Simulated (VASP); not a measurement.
All values below come from RPBE GGA, VASP's PBE PAW potentials (set 64) (plane waves; VASP).

A VASP calculation is set up with these files.

### KPOINTS
```
Automatic mesh
0
Gamma
10 10 10
0 0 0
```

### POSCAR
```
InAs
4.3797390
  0.0000000000   0.7071067059   0.7071067059
  0.7071067059   0.0000000000   0.7071067059
  0.7071067059   0.7071067059   0.0000000000
In As
1 1
direct
  0.0000000000   0.0000000000   0.0000000000
  0.2500000000   0.2500000000   0.2500000000
```

**INCAR**
```
SYSTEM  =  InAs
PREC  =  Accurate; ENCUT  =  520; LREAL  =  F
LASPH  =  T
EDIFF  =  1E-7; NELM  =  100; ALGO  =  Normal
LMAXMIX  =  4
ISMEAR  =  1; SIGMA  =  0.1
GGA  =  RP
ISIF  =  2
LWAVE  =  F; LCHARG  =  F
```

POTCAR, in this order: In_d As (PBE.64 set). Program: vasp_std.

The run wrote:

File OSZICAR:
```
       N       E                     dE             d eps       ncg     rms          rms(c)
DAV:   1     0.113914187699E+03    0.11391E+03   -0.84836E+03  1227   0.146E+03
DAV:   2     0.118314281536E+01   -0.11273E+03   -0.10950E+03  1272   0.322E+02
DAV:   3    -0.703499752331E+01   -0.82181E+01   -0.81567E+01  1597   0.911E+01
DAV:   4    -0.725447060420E+01   -0.21947E+00   -0.21933E+00  1379   0.172E+01
DAV:   5    -0.726447496772E+01   -0.10004E-01   -0.10004E-01  1732   0.318E+00    0.402E+00
DAV:   6    -0.704935614124E+01    0.21512E+00   -0.41213E-01  1805   0.109E+01    0.232E+00
DAV:   7    -0.703918668710E+01    0.10169E-01   -0.13628E-01  1773   0.324E+00    0.742E-01
DAV:   8    -0.704440325857E+01   -0.52166E-02   -0.14761E-02  1332   0.168E+00    0.159E-01
DAV:   9    -0.704593737774E+01   -0.15341E-02   -0.20463E-03  1512   0.511E-01    0.967E-02
DAV:  10    -0.704625344256E+01   -0.31606E-03   -0.33270E-04  1387   0.201E-01    0.592E-02
DAV:  11    -0.704643444968E+01   -0.18101E-03   -0.61165E-04  1317   0.190E-01    0.390E-02
DAV:  12    -0.704643447190E+01   -0.22220E-07   -0.15446E-05  1402   0.322E-02    0.164E-02
DAV:  13    -0.704643596605E+01   -0.14942E-05   -0.62560E-06  1407   0.186E-02    0.735E-03
DAV:  14    -0.704643675633E+01   -0.79028E-06   -0.58062E-07  1482   0.579E-03    0.209E-03
DAV:  15    -0.704643697059E+01   -0.21427E-06   -0.50779E-08  1004   0.236E-03    0.168E-03
DAV:  16    -0.704643707579E+01   -0.10520E-06   -0.14372E-08   746   0.199E-03    0.467E-04
DAV:  17    -0.704643706444E+01    0.11353E-07   -0.81278E-09   656   0.720E-04
   1 F= -.70464371E+01 E0= -.70465155E+01  d E =0.235229E-03
```

OUTCAR:
```
------------------------ aborting loop because EDIFF is reached ----------------------------------------
  FORCE on cell =-STRESS in cart. coord.  units (eV):
  Direction    XX          YY          ZZ          XY          YZ          ZX
  --------------------------------------------------------------------------------------
  Total        0.5276674      0.5276674      0.5276674      0.0000000      0.0000000     -0.0000000
  in kB       14.2311914     14.2311914     14.2311914      0.0000000      0.0000000     -0.0000000
  external PRESSURE =      14.2311914 kB  Pullay stress =       0.0000000 kB
  volume of cell :       59.41
      direct lattice vectors                 reciprocal lattice vectors
     0.000000000  3.096942817  3.096942817    -0.161449542  0.161449542  0.161449542
     3.096942817  0.000000000  3.096942817     0.161449542 -0.161449542  0.161449542
     3.096942817  3.096942817  0.000000000     0.161449542  0.161449542 -0.161449542
  FREE ENERGIE OF THE ION-ELECTRON SYSTEM (eV)
  ---------------------------------------------------
  free  energy   TOTEN  =        -7.0464370644 eV

  energy  without entropy=       -7.0466722933  energy(sigma->0) =       -7.04651547
```
(Selected blocks of OUTCAR.)

The compound is InAs in the zinc blende structure. This cell is one point of a volume scan, at 0.97 of the reference volume.
